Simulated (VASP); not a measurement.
All values below come from SCAN meta-GGA, VASP's PBE PAW potentials (set 64) (plane waves; VASP).

Input for VASP

**POSCAR**
```
PtS2
1
    1.7622842149    -3.0523658671     0.0000000000
    1.7622842149     3.0523658671     0.0000000000
    0.0000000000     0.0000000000     5.5302484279
Pt S
1 2
Direct
  0.0000000000   0.0000000000   0.0000000000
  0.3333330000   0.6666670000   0.2208381949
  0.6666670000   0.3333330000   0.7791618051
```

File KPOINTS:
```
Regular mesh
0
G
  7 7 4
0 0 0
```

INCAR:
```
! general
SYSTEM   =  PtS2
PREC     =  Accurate
ENCUT    =  520
LREAL    =  .FALSE.
LASPH    =  .TRUE.

! electronic loop
EDIFF    =  1E-7
NELM     =  100
ALGO     =  Normal
LMAXMIX  =  6
LMIXTAU  =  .TRUE.

! smearing
ISMEAR   =  0
SIGMA    =  0.05

! functional
METAGGA  =  SCAN

! ions
IBRION   =  2
NSW      =  30
ISIF     =  4
EDIFFG   =  -0.01

! output
LWAVE    =  .FALSE.
LCHARG   =  .FALSE.
```

POTCAR, in this order: Pt S (PBE.64 set). Program: vasp_std.

What VASP printed:

**OSZICAR**
```
       N       E                     dE             d eps       ncg     rms          rms(c)
DAV:   1     0.396700687622E+02    0.39670E+02   -0.10623E+04   864   0.132E+03
DAV:   2    -0.924888578724E+02   -0.13216E+03   -0.12918E+03  1050   0.254E+02
DAV:   3    -0.979098363178E+02   -0.54210E+01   -0.53979E+01  1092   0.552E+01
DAV:   4    -0.979701588845E+02   -0.60323E-01   -0.60305E-01  1106   0.624E+00
DAV:   5    -0.979712931326E+02   -0.11342E-02   -0.11342E-02  1099   0.827E-01    0.178E+01
DAV:   6    -0.923773153515E+02    0.55940E+01   -0.59737E+00   987   0.254E+01    0.127E+01
DAV:   7    -0.909498054730E+02    0.14275E+01   -0.10147E+00   903   0.111E+01    0.671E+00
DAV:   8    -0.910768157299E+02   -0.12701E+00   -0.55421E-01   875   0.883E+00    0.126E+00
DAV:   9    -0.909899316063E+02    0.86884E-01   -0.38503E-01   875   0.762E+00    0.501E-01
DAV:  10    -0.910818200458E+02   -0.91888E-01   -0.56298E-02   924   0.289E+00    0.219E-01
DAV:  11    -0.910921412915E+02   -0.10321E-01   -0.18073E-02  1001   0.161E+00    0.147E-01
DAV:  12    -0.910925294869E+02   -0.38820E-03   -0.54164E-03   903   0.827E-01    0.117E-01
DAV:  13    -0.910931900232E+02   -0.66054E-03   -0.39796E-03   875   0.789E-01    0.995E-02
DAV:  14    -0.910930087535E+02    0.18127E-03   -0.77102E-04   945   0.305E-01    0.305E-02
DAV:  15    -0.910930228517E+02   -0.14098E-04   -0.82888E-05   994   0.128E-01    0.121E-02
DAV:  16    -0.910929832091E+02    0.39643E-04   -0.27884E-05  1036   0.739E-02    0.146E-02
DAV:  17    -0.910930109037E+02   -0.27695E-04   -0.22519E-05   994   0.538E-02    0.424E-03
DAV:  18    -0.910930191581E+02   -0.82544E-05   -0.16437E-06  1043   0.174E-02    0.463E-03
DAV:  19    -0.910930155391E+02    0.36190E-05   -0.30163E-06   952   0.204E-02    0.170E-03
DAV:  20    -0.910930199434E+02   -0.44043E-05   -0.22860E-07   798   0.611E-03    0.141E-03
DAV:  21    -0.910930190261E+02    0.91727E-06   -0.63815E-08   665   0.379E-03    0.353E-04
DAV:  22    -0.910930196870E+02   -0.66087E-06   -0.14898E-08   469   0.159E-03    0.213E-04
DAV:  23    -0.910930200544E+02   -0.36745E-06   -0.60543E-09   441   0.107E-03    0.149E-04
DAV:  24    -0.910930198863E+02    0.16811E-06   -0.18410E-09   441   0.567E-04    0.768E-05
DAV:  25    -0.910930199778E+02   -0.91509E-07   -0.58033E-10   441   0.303E-04
   1 F= -.91093020E+02 E0= -.91093020E+02  d E =-.910930E+02
```

OUTCAR:
```
------------------------ aborting loop because EDIFF is reached ----------------------------------------
  FORCE on cell =-STRESS in cart. coord.  units (eV):
  Direction    XX          YY          ZZ          XY          YZ          ZX
  --------------------------------------------------------------------------------------
  Total        0.0071201      0.0071201     -0.0104135      0.0000000      0.0000000      0.0000000
  in kB        0.1917376      0.1917376     -0.2804261      0.0000000      0.0000000      0.0000000
  external PRESSURE =       0.0343497 kB  Pullay stress =       0.0000000 kB
  volume of cell :       59.50
      direct lattice vectors                 reciprocal lattice vectors
     1.762284215 -3.052365867  0.000000000     0.283722680 -0.163807362  0.000000000
     1.762284215  3.052365867  0.000000000     0.283722680  0.163807362  0.000000000
     0.000000000  0.000000000  5.530248428     0.000000000  0.000000000  0.180823703
 POSITION                                       TOTAL-FORCE (eV/Angst)
 -----------------------------------------------------------------------------------
      0.00000      0.00000      0.00000        -0.000000     -0.000000      0.000000
      1.76228      1.01746      1.22129        -0.000000      0.000000     -0.009330
      1.76228     -1.01746      4.30896         0.000000     -0.000000      0.009330
 -----------------------------------------------------------------------------------
    total drift:                               -0.000000      0.000000      0.000000
  FREE ENERGIE OF THE ION-ELECTRON SYSTEM (eV)
  ---------------------------------------------------
  free  energy   TOTEN  =       -91.0930199778 eV

  energy  without entropy=      -91.0930199778  energy(sigma->0) =      -91.09301998

 reached required accuracy - stopping structural energy minimisation
```
(Selected blocks of OUTCAR.)

The compound is PtS2 in the 1T layered structure. It was relaxed first, which changed the volume by +9 %.
